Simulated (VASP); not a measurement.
Data:

```
CELL_PARAMETERS angstrom
      1.58589    -2.74684     0.00000
      1.58589     2.74684     0.00000
      0.00000     0.00000    12.42015
ATOMIC_POSITIONS crystal
  W  0.33333 0.66667 0.25000
  W  0.66667 0.33333 0.75000
  S  0.33333 0.66667 0.87650
  S  0.66667 0.33333 0.37650
  S  0.66667 0.33333 0.12350
  S  0.33333 0.66667 0.62350
```

The numbers are results of PBE GGA with D3 dispersion (zero damping), VASP's PBE PAW potentials (set 64) (plane waves; VASP), not measurements. Run with 520 eV cut-off, Gaussian smearing of 0.050 eV, potentials W_sv S.

Unless said otherwise, spin-orbit coupling is left out, though it shifts the bands of the heavy elements here.

Task: Give the energies of bands 17 to 30 at the high-symmetry points, in eV from the valence-band maximum.

Result: 
```csv
band,Γ,M,K,A,L,H
17,-3.45,-5.41,-5.25,-3.45,-5.02,-5.13
18,-3.44,-4.77,-5.02,-3.45,-5.02,-5.13
19,-3.44,-4.06,-4.53,-2.83,-4.02,-4.71
20,-2.24,-3.98,-4.53,-2.83,-4.02,-4.71
21,-2.24,-2.91,-4.06,-2.21,-2.84,-3.75
22,-2.19,-2.72,-4.06,-2.21,-2.84,-3.75
23,-2.19,-1.97,-2.92,-2.21,-1.88,-3.07
24,-1.53,-1.78,-2.92,-2.21,-1.88,-3.07
25,-1.13,-1.67,-0.71,-0.30,-1.57,-0.63
26,0.00,-1.49,-0.52,-0.30,-1.57,-0.63
27,2.29,2.27,1.26,2.28,2.29,1.26
28,2.29,2.31,1.26,2.28,2.29,1.26
29,2.31,2.59,2.13,2.28,2.74,2.63
30,2.32,2.85,3.31,2.28,2.74,2.63
```

The gap is indirect, 1.04 eV, from the valence maximum at Γ to the conduction minimum at K-Γ at 0.44.

The compound is WS2 in the 2H layered structure. It was relaxed first.
